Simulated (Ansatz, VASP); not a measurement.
# Zn16W16O63 (V_O hop (2.7 A)): VASP beside Ansatz, part 2 of 2

One calculation is typed for both programs; each brings its own data sets. How far apart do they land? The Ansatz run is a path of several images between two structures; VASP solves its first image, and the two are compared there.

VASP 6.6.1 and Ansatz 0.2.0.

So far: The structure; Ansatz: path of images, PBEsol.

**3. VASP: single point, PBEsol**

Level of this step: PBEsol, no spin polarisation; plane waves and PAW (Zn, W, O) (VASP).

The same cell, functional and mesh now go to VASP, with its own data sets.

Lines of VASP's logs that name or quote its potential files are left out, and so is its time.

Input file INCAR:

```
SYSTEM = Zn16W16O63
PREC = Accurate
ENCUT = 520
EDIFF = 1E-06
NELM = 120
ISMEAR = 0
SIGMA = 0.01
LREAL = Auto
ALGO = Normal
GGA = PS
NELECT = 664
NBANDS = 398
LASPH = .TRUE.
LORBIT = 11
LWAVE = .FALSE.
LCHARG = .FALSE.
ISIF = 2
ISYM = 0
GGA_COMPAT = .FALSE.
EFERMI = MIDGAP
```

Input file POSCAR:

```
Zn16W16O63
1.0
    9.3307216833      0.0000000000      0.0002108545
    0.0000000000     11.4308976342      0.0000000000
   -0.1005261603      0.0000000000      9.8144613827
Zn W O
16 16 63
Direct
    0.2515316598      0.3387929911      0.3748667217
    0.2513264041      0.1570575695      0.1277650355
[... 1 atom line left out ...]
    0.2489495320      0.1573282394      0.6252581032
[... 1 atom line left out ...]
    0.2424995111      0.6628051657      0.1196648315
[... 1 atom line left out ...]
    0.2313710734      0.6778294451      0.6366113198
    0.7747501373      0.3191177208      0.3617854819
    0.7491080169      0.1560389269      0.1202017106
[... 1 atom line left out ...]
    0.7494338999      0.1613777902      0.6238887433
[... 1 atom line left out ...]
    0.7600288858      0.6678794828      0.1240274628
[... 1 atom line left out ...]
    0.7471295598      0.6614064129      0.6254589248
[... 4 atom lines left out ...]
    0.0003552015      0.5908877164      0.3765018559
[... 3 atom lines left out ...]
    0.5010926542      0.0922406126      0.3751470609
    0.5008040912      0.4067770659      0.1232176027
[... 1 atom line left out ...]
    0.4806864846      0.4061056400      0.6502069137
    0.5021238043      0.6003047372      0.3560910771
[... 5 atom lines left out ...]
    0.1110673712      0.4472120356      0.4691587649
    0.3994462654      0.4514271902      0.2834677999
    0.3717823530      0.1898130899      0.2998290475
    0.1291306835      0.1876471182      0.4510812769
    0.1305595662      0.3129354417      0.2029021658
    0.3728544241      0.3091499997      0.0518259089
    0.3918739751      0.0525377813      0.5319410988
[... 2 atom lines left out ...]
    0.3751563472      0.4389817108      0.7965136946
[... 3 atom lines left out ...]
    0.3699807653      0.3104331885      0.5506084111
    0.3948589788      0.5545468259      0.0386589470
    0.1085921623      0.5534141939      0.2180650592
[... 2 atom lines left out ...]
    0.3676380955      0.6958156966      0.2955325177
    0.1322659532      0.6851072637      0.4556604725
[... 2 atom lines left out ...]
    0.4499216824      0.5249334910      0.5178552275
[... 6 atom lines left out ...]
    0.3711074475      0.8084562819      0.5489248508
[... 1 atom line left out ...]
    0.6077404015      0.0536949083      0.2173518008
    0.8924760406      0.4480274572      0.2840110841
    0.8755081637      0.1804096289      0.2908795790
    0.6295526428      0.1923448246      0.4495197529
    0.6318290087      0.3154961330      0.2054353976
    0.8718220139      0.3127461302      0.0506591399
[... 2 atom lines left out ...]
    0.6067826620      0.4476119167      0.9661877191
[... 3 atom lines left out ...]
    0.6300046349      0.3164196825      0.6951514601
    0.8685925880      0.3142958773      0.5441239865
[... 1 atom line left out ...]
    0.6185475639      0.5560847628      0.2156669117
[... 2 atom lines left out ...]
    0.8748635662      0.6905708766      0.3004734968
    0.6313154993      0.6862462819      0.4484227624
    0.6266246080      0.8115880569      0.2022838336
[... 1 atom line left out ...]
    0.8876134804      0.5522300349      0.5308105702
    0.6040299166      0.5473624382      0.7247072825
[... 5 atom lines left out ...]
    0.8701804200      0.8121782118      0.5488652213
```

Input file KPOINTS:

```
Points of the shifted mesh
1
Reciprocal
 0.2500000000  0.2500000000  0.2500000000 1
```

Potentials, in the order of the species: Zn, W and O (PBE family, release 64).

Launch:

```console
export OMP_NUM_THREADS=3
mpirun -np 1 vasp_std
```

Numbers of over 12 decimals in the logs are rounded to 6 here.

Log:

```text
[banner, memory and clock lines left out]
running    1 mpi-ranks, on    1 nodes
[...]
Offloading initialized ...    1 GPUs detected
[...]
|                                                                             |
|               ----> ADVICE to this user running VASP <----                  |
|                                                                             |
|     You enforced a specific xc type in the INCAR file but a different       |
|     [... a line on the potential file left out ...]
|     I HOPE YOU KNOW WHAT YOU ARE DOING!                                     |
|                                                                             |

 LDA part: xc-table for (Slater+PW92), standard interpolation
 POSCAR, INCAR and KPOINTS ok, starting setup
[...]
entering main loop
       N       E                     dE             d eps       ncg     rms          rms(c)
DAV:   1     0.931003205765E+04    0.93100E+04   -0.29496E+05   796   0.197E+03
DAV:   2     0.117347498358E+04   -0.81366E+04   -0.77842E+04   804   0.567E+02
DAV:   3    -0.736862371640E+03   -0.19103E+04   -0.18013E+04   866   0.255E+02
DAV:   4    -0.907025194555E+03   -0.17016E+03   -0.16718E+03   896   0.845E+01
DAV:   5    -0.912827273138E+03   -0.58021E+01   -0.57340E+01   920   0.159E+01BRMIX: very serious problems
 the old and the new charge density differ
 old charge density:   666.00000 new  663.99999
    0.217E+02
DAV:   6    -0.771658898597E+03    0.14117E+03   -0.68576E+02  1168   0.745E+01    0.674E+01
DAV:   7    -0.768993169344E+03    0.26657E+01   -0.11983E+02  1008   0.260E+01    0.669E+01
DAV:   8    -0.764564491639E+03    0.44287E+01   -0.20805E+01  1064   0.240E+01    0.172E+01
DAV:   9    -0.764266741268E+03    0.29775E+00   -0.39134E+00  1064   0.159E+01    0.208E+00
[...]
DAV:  18    -0.764333754243E+03    0.16347E-05   -0.47690E-06   760   0.377E-02    0.112E-02
DAV:  19    -0.764333754664E+03   -0.42125E-06   -0.12532E-05  1104   0.167E-02    0.719E-03
DAV:  20    -0.764333754635E+03    0.29155E-07   -0.33415E-06   584   0.837E-03
   1 F= -.76433375E+03 E0= -.76433375E+03  d E =0.000000E+00
```

Parts of OUTCAR (step 3):

```text
  Total        0.8141578     -0.1188602      5.1637618     -2.1071037      1.9026225     -4.9514971
  in kB        1.2461118     -0.1819219      7.9034124     -3.2250344      2.9120650     -7.5785300
  external PRESSURE =       2.9892008 kB  Pullay stress =       0.0000000 kB

 POSITION                                       TOTAL-FORCE (eV/Angst)
 -----------------------------------------------------------------------------------
      2.30929      3.87271      3.67917         0.013824      0.017441     -0.000078
[...]
1.02618      0.56030      2.13830         0.128479     -0.049431     -0.178056
      0.98918      5.11203      4.60456         0.130266      0.046893     -0.167493
      3.69863      5.16022      2.78217        -0.143953     -0.005400      0.155607
      3.43886      2.16973      2.94274        -0.209047      0.218528     -0.118131
      1.15954      2.14497      4.42715         0.210796      0.237058      0.125545
      1.19782      3.57713      1.99140         0.215399     -0.229043      0.117152
      3.47379      3.53386      0.50872        -0.238958     -0.240732     -0.129037
      3.60299      0.60055      5.22080        -0.110875     -0.045389      0.157980
      0.91938      0.62212      7.05514         0.128340     -0.037778     -0.169245
      0.91134      5.12220      9.50132         0.117216      0.060553     -0.174994
      3.42041      5.01795      7.81743        -0.227958      0.102339      0.347542
      3.38999      2.16780      7.82620        -0.208693      0.217015     -0.116214
[...]
-----------------------------------------------------------------------------------
    total drift:                               -0.036580     -0.001808      0.008759

  FREE ENERGIE OF THE ION-ELECTRON SYSTEM (eV)
  ---------------------------------------------------
  free  energy   TOTEN  =      -764.3337546351 eV

  energy  without entropy=     -764.3337546351  energy(sigma->0) =     -764.33375464

[... 3 further parts left out ...]
[key lines of the parts left out:]
E-fermi :   3.3086
```

The data set W keeps the semicore shell frozen, which is cheaper and a little less accurate.

**4. Comparison**

Known differences besides the potentials themselves: fixed occupations in Ansatz, narrow Gaussian smearing in VASP; the cutoff is 420 eV in Ansatz and 520 eV in VASP (PREC = Accurate, projectors in real space); Ansatz makes its cores anew for this functional, VASP keeps those of its PBE data sets. Total energies have different zeros and are not compared.

Forces on 7 of the 95 atoms, those with the largest forces and the largest differences (eV/Å; atoms numbered as in POSCAR):

```csv
atom,"Ansatz x, y, z","VASP x, y, z"
O44,"0.008, 0.007, -0.002","-0.228, 0.102, 0.348"
O48,"-0.005, 0.001, -0.007","-0.219, -0.240, -0.191"
O53,"0.002, 0.002, 0.003","-0.311, 0.294, -0.140"
O78,"0.007, -0.007, 0.005","0.330, -0.261, 0.096"
O81,"0.002, 0.001, -0.006","0.213, -0.102, -0.278"
O85,"0.007, 0.004, 0.002","0.252, 0.225, 0.166"
O93,"0.014, 0.009, 0.005","0.251, 0.268, 0.143"
```

The forces differ by 152 meV/Å r.m.s., where the r.m.s. force is 0.004 eV/Å in Ansatz and 0.152 eV/Å in VASP: the atoms lie near their places of rest in Ansatz, so a percentage would say little (all taken over all components). The cell carries a charge of +2 e against a uniform background, so its pressure also hangs on how the neutralising background is counted, and in a defect's cell a gap may be the spacing between its levels.

**5. What came out**

| Quantity | Value |
| --- | --- |
| r.m.s. force difference (single point, PBEsol) | 152 meV/Å |

The r.m.s. force difference is 152 meV/Å (single point, PBEsol), beyond the 12 meV/Å picked in this series as the mark of a large difference. The data sets hold unlike numbers of valence electrons (792 in Ansatz and 664 in VASP), so part of the differences comes from the potentials. What causes the difference of the single point, PBEsol pair stays open here. 4 further runs of this series are not shown here. Such differences can come from data sets, numerical settings and the points named under the comparisons, not from the functional's error against experiment.

[Lines on the potential files, build, host, timing and source positions are cut from VASP's logs without a mark.]

[Logs are printed without paths, hosts, clocks, repeated set-up lines and the standing remarks that a program may print on its own settings, such as how far it seeks lower states.]

[Hosts, paths, dates, database ids (printed as entryN), source tags and the programs' standing remarks are cut or masked in the printed files.]
